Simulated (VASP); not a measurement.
Set up this calculation in VASP 6.6.1, as the native input.

- Task: relaxation of the atoms
- Functional: PBEsol
- Potentials or basis: VASP PAW PBE potentials, release 64 (Ga_d, Sb)
- Cutoff: 600 eV
- k mesh: 10 × 10 × 10
- Occupations: gaussian, width 0.03 eV
- Spin: no spin polarisation
- Further INCAR settings: ALGO = Normal; EDIFF = 1e-07; IBRION = 2; EDIFFG = -0.01; NSW = 40

The structure of GaSb lies in POSCAR:

```
GaSb                                    
1.0
   -0.0000000000      3.0776460024      3.0776460024
    3.0776460024      0.0000000000      3.0776460024
    3.0776460024      3.0776460024      0.0000000000
  Ga              Sb            
     1     1
Direct
     1.0000000000000000    1.0000000000000000    1.0000000000000000
     0.2500000000000000    0.2500000000000000    0.2500000000000000
```

The cell isn't the ideal one: a relaxed cell with its volume scaled by 1.02.

The input as run:

INCAR

```
PREC     = Accurate       # precision mode
ENCUT    = 600            # plane-wave cutoff, eV
EDIFF    = 1E-7           # SCF threshold, eV
ISMEAR   = 0              # smearing method
SIGMA    = 0.03           # smearing width, eV
LREAL    = F              # projectors in reciprocal space
LASPH    = T              # aspherical terms in the spheres
NELM     = 80             # most SCF steps
ALGO     = Normal         # electronic algorithm
ISIF     = 2              # what is computed and relaxed
LWAVE    = F              # write WAVECAR
LCHARG   = F              # write CHGCAR
GGA      = PS             # functional
IBRION   = 2              # ionic algorithm
NSW      = 40             # ionic steps
EDIFFG   = -0.01          # ionic threshold
```

KPOINTS

```
Automatic mesh
0
Gamma
  10 10 10
```

Potentials or basis: VASP PAW PBE potentials, release 64 (Ga_d, Sb).

Launch:

```bash
$ cat potpaw_PBE.64/Ga_d/POTCAR potpaw_PBE.64/Sb/POTCAR > POTCAR
$ mpirun -np 1 vasp_std > vasp.out
```

It gave:

```yaml
Pressure_after_relaxing: -1.0 GPa
Band_gap_on_the_k_mesh: none (metal or under the smearing width)
```

Caveat: the relaxation stopped at its first step, so nothing moved; the PAW data sets were made with another functional, which shifts forces and pressure a little.

Wall time 19 s on 1 thread of AMD EPYC 9R45 96-Core Processor (Zen 5) (shared host), peak memory 0.2 GiB.
